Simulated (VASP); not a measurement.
Here is the system:

```
CELL_PARAMETERS angstrom
      3.83837     0.00000     0.00000
     -1.91918     3.32412     0.00000
      0.00000     0.00000     9.52039
ATOMIC_POSITIONS crystal
  B  0.33333 0.66667 0.25000
  B  0.66667 0.33333 0.75000
  Bi 0.66667 0.33333 0.25000
  Bi 0.33333 0.66667 0.75000
```

Level of theory: PBEsol GGA, VASP's PBE PAW potentials (set 64) (plane waves; VASP). Numerical set-up: 520 eV cut-off, 9×9×3 Γ-centred mesh, tetrahedra with Blöchl corrections, potentials B Bi_d.

Without a dispersion term in the relaxation, distances and binding between the weakly bound layers, chains or molecules are unreliable, and so is what depends on them.

What does the run give for the energy per atom (σ→0)?

| Property | Result |
|---|---|
| energy per atom (σ→0) | -4.358 eV/atom |

Only differences to runs with the same potentials and settings are physical.

The structure was generated: BBi was put into the layered h-BN type type (P6_3/mmc), which need not be its known phase. It was relaxed first, which changed the volume by -7 %.
